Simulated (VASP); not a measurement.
```yaml
crystal:
  lattice:
    - [0.00000, 2.98613, 2.98613]
    - [2.98613, 0.00000, 2.98613]
    - [2.98613, 2.98613, 0.00000]
  atoms:
    - { symbol: Pb, position: [0.00000, 0.00000, 0.00000] }
    - { symbol: S, position: [0.50000, 0.50000, 0.50000] }
```

The numbers are results of r2SCAN meta-GGA, VASP's PBE PAW potentials (set 64) (plane waves; VASP 6.6.1), not measurements. Settings: 480 eV cut-off, 8×8×8 Γ-centred mesh, Gaussian smearing of 0.050 eV, potentials Pb_d S.

Unless said otherwise, spin-orbit coupling is left out, though it shifts the bands of the heavy elements here.

**Question.** Estimate the energy per atom (σ→0), band gap (on the k-mesh) with the smallest direct gap where there is one.

**Answer.** 
```yaml
band gap (on the k-mesh): 0.70 eV
smallest direct gap (on the k-mesh): 0.70 eV
energy per atom (σ→0): -32.806 eV/atom
```

Total energies compare only between runs with the same potentials, cut-off and functional.

The compound is PbS in the rock salt structure. It was relaxed first.
